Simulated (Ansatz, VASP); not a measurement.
# Mg2CdSe3: VASP beside Ansatz

INCAR

```
SYSTEM = Mg2CdSe3
  PREC = Accurate
  ENCUT = 520
  EDIFF = 1E-6
  ISMEAR = 0
  SIGMA = 0.1
  LREAL = .FALSE.
  LASPH = .TRUE.
  NELM = 60
  ALGO = Normal
  ISIF = 2
  LWAVE = .FALSE.
  LCHARG = .FALSE.
  GGA = PE
  NBANDS = 26
```

File KPOINTS:

```
regular mesh
0
G
  6 6 2
  0 0 0
```

POSCAR

```
Mg2CdSe3
1.0
    4.2909792000      0.0000000000      0.0000000000
   -2.1454896000      3.7160970000      0.0000000000
    0.0000000000      0.0000000000     10.4816801000
Mg Cd Se
2 1 3
Direct
    0.6666667000      0.3333333000      0.3352050000
    0.3333333000      0.6666667000      0.6620310000
    0.0000000000      0.0000000000      0.0022600000
    0.0000000000      0.0000000000      0.2576430000
    0.6666667000      0.3333333000      0.5832290000
    0.3333333000      0.6666667000      0.9096310000
```

Input for Ansatz:

```yaml
crystal:
  lattice:
    - [4.2909792, 0.0, 0.0]
    - [-2.1454896, 3.716097, 0.0]
    - [0.0, 0.0, 10.4816801]
  atoms:
    - { symbol: Mg, position: [0.6666667, 0.3333333, 0.335205] }
    - { symbol: Mg, position: [0.3333333, 0.6666667, 0.662031] }
    - { symbol: Cd, position: [0.0, 0.0, 0.00226] }
    - { symbol: Se, position: [0.0, 0.0, 0.257643] }
    - { symbol: Se, position: [0.6666667, 0.3333333, 0.583229] }
    - { symbol: Se, position: [0.3333333, 0.6666667, 0.909631] }
basis:
  ecutwfc: 420
kpoints:
  mp_grid: { grid: [6, 6, 2] }
hamiltonian:
  xc: pbe
scf:
  occupations: { method: gaussian, width: 0.1 }
  lower_state_search: "off"
output:
  forces: true
  stress: true
  eigenvalues: true
```

Alike in both runs: task single point; functional PBE; k mesh 6 × 6 × 2; occupations gaussian, width 0.1 eV; no spin polarisation.

|  | VASP | Ansatz |
| --- | --- | --- |
| version | VASP 6.6.1 | Ansatz 0.2.0 |
| potentials or method | VASP PAW PBE potentials, release 64 (Mg, Cd, Se) | scalar-relativistic, plane waves, PAW |
| plane-wave cutoff (eV) | 520 | 420 |
| valence electrons in the cell | 34 | 88 |

```tsv
	VASP	Ansatz	Ansatz less VASP
gap on the k mesh at the Fermi level (eV)	1.48	1.49	+0.004
least direct gap on the mesh (eV)	1.48	1.49	+0.004
pressure (GPa)	0.1	0.0	-0.06
rms of the force components (eV/Å)	0.011	0.000	-0.0105
```

Atom by atom the forces differ by 0.011 eV/Å (rms over components). With one functional, cell and mesh, what is left measures potentials, basis and numerics. The two sets of potentials don't hold the same shells in valence.

As with any semilocal functional, this PBE gap is likely too small.
